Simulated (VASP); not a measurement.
Set up this calculation in VASP 6.6.1, as the native input.

```yaml
Task: single point
Functional: r2SCAN
Potentials_or_basis: VASP PAW PBE potentials, release 64 (Pm, O)
Cutoff: 520 eV
k_mesh: 6 × 4 × 6
Occupations: gaussian, width 0.05 eV
Spin: collinear spin, antiferromagnetic start
Starting_moments: "[4.0, -4.0, 0.0, 0.0] μB"
Hubbard_terms: Pm f U = 5 eV
Supercell_matrix: "[1, 1, 0, -1, 1, 0, 0, 0, 1]"
Further_INCAR_settings: ALGO = Normal; EDIFF = 1e-06
```

The structure of PmO lies in POSCAR:

```
PmO
1.0
    1.5779555200      2.7330991300      0.0000000000
   -4.7338665600      2.7330991300      0.0000000000
    0.0000000000      0.0000000000      3.0800128100
Pm O
2 2
Direct
    0.0000000000      0.0000000000      0.0000000000
    0.5000000000      0.5000000000      0.0000000000
    0.5000000000      0.8333333333      0.5000000000
    0.0000000000      0.3333333333      0.5000000000
```

The cell comes from a database or a generator and needn't be the stable form of this composition.

The input as run:

INCAR

```
SYSTEM = PmO
PREC = Accurate
ENCUT = 520
EDIFF = 1E-6
ISMEAR = 0
SIGMA = 0.05
LREAL = .FALSE.
LASPH = .TRUE.
NELM = 120
ALGO = Normal
ISIF = 2
LWAVE = .FALSE.
LCHARG = .FALSE.
ISPIN = 2
MAGMOM = 4 -4 0 0
LORBIT = 11
LMAXMIX = 6
LDAU = .TRUE.
LDAUTYPE = 2
LDAUL = 3 -1
LDAUU = 5 0
LDAUJ = 0 0
LDAUPRINT = 1
METAGGA = R2SCAN
LMIXTAU = .TRUE.
```

KPOINTS

```
regular mesh
0
G
  6 4 6
  0 0 0
```

Potentials or basis: VASP PAW PBE potentials, release 64 (Pm, O).

Command:

```bash
$ cat potpaw_PBE.64/Pm/POTCAR potpaw_PBE.64/O/POTCAR > POTCAR
$ mpirun -np 1 vasp_std > vasp.out
```

Results of the run:

* Pressure: 34.4 GPa
* Largest force: 0.122 eV/Å
* Band gap on the k mesh: none (metal or under the smearing width)
* Net moment: 0.00 μB per cell
* Site moments: Pm +4.09, -4.09; O -0.01, +0.01 μB
* Valence electrons inside the program's atomic spheres: Pm 12.56; O 5.10

Caveat: the magnetic or orbital state may not be the lowest; a pressure of tens of GPa on the cell as given is suspect, and the run, the potentials or the cell itself is likely at fault; the PAW data sets were made with another functional, which shifts forces and pressure a little; spin-orbit coupling is left out, which moves the levels of the heavy elements.

Wall time 7.2 min on 1 thread of Intel(R) Xeon(R) 6975P-C (Granite Rapids), on a shared host, peak memory 0.28 GiB.
